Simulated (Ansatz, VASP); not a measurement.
# One calculation of ScHg, two programs

File INCAR:

```
SYSTEM = ScHg
PREC = Accurate
ENCUT = 520
EDIFF = 1E-6
ISMEAR = -1
SIGMA = 0.05
LREAL = .FALSE.
LASPH = .TRUE.
NELM = 60
ALGO = Normal
ISIF = 2
LWAVE = .FALSE.
LCHARG = .FALSE.
GGA = CA
NBANDS = 18
```

Contents of KPOINTS:

```
Automatic mesh
0
G
  10 10 10
  0 0 0
```

File POSCAR:

```
ScHg
1.0
    3.4260503467      0.0000000000      0.0000000000
    0.0000000000      3.4260503467      0.0000000000
    0.0000000000      0.0000000000      3.4260503467
Sc Hg
1 1
Direct
    0.5000000000      0.5000000000      0.5000000000
    0.0000000000      0.0000000000      0.0000000000
```

Input for Ansatz:

```yaml
crystal:
  lattice:
    - [3.42605034673, 0.0, 0.0]
    - [0.0, 3.42605034673, 0.0]
    - [0.0, 0.0, 3.42605034673]
  atoms:
    - { symbol: Sc, position: [0.5, 0.5, 0.5] }
    - { symbol: Hg, position: [0.0, 0.0, 0.0] }
kpoints:
  mp_grid: { grid: [10, 10, 10] }
scf:
  occupations: { method: fermi_dirac, width: 0.05 }
hamiltonian:
  xc: lda
  pseudopotentials: { kind: paw }
output:
  forces: true
  stress: true
  eigenvalues: true
  eigenstates:
    nscf_kmesh: { grid: [16, 16, 16] }
    de_dk: true
    e_range: [-14, 14]
  optics:
    e_range: [0, 25]
    de: 0.2
    sigma: 0.1
    bands: { spectra_wanted_up_to: 25 }
    nscf_kmesh: { grid: [16, 16, 16] }
    drude_damping: 0.03
checkpoint:
  write: ck
  write_wavefunctions: false
```

Alike in both runs: task single point; functional LDA; k mesh 10 × 10 × 10; occupations fermi-dirac, width 0.05 eV; no spin polarisation.

|  | VASP | Ansatz |
| --- | --- | --- |
| version | VASP 6.6.1 | Ansatz 0.2.0 |
| potentials or method | VASP PAW LDA potentials, release 64 (Sc_sv, Hg) | PAW with Ansatz's default frozen-core files, scalar-relativistic |
| plane-wave cutoff (eV) | 520 | 420 |
| valence electrons in the cell | 23 | 31 |

Ansatz gave:

* pressure (GPa): 0.0

Which values does VASP return?

Pressure (GPa): 0.5.

The two sets of potentials don't hold the same shells in valence. Ansatz warned: «optics_on_partly_filled_bands».

Spin-orbit coupling is left out, which matters for the levels of Hg.
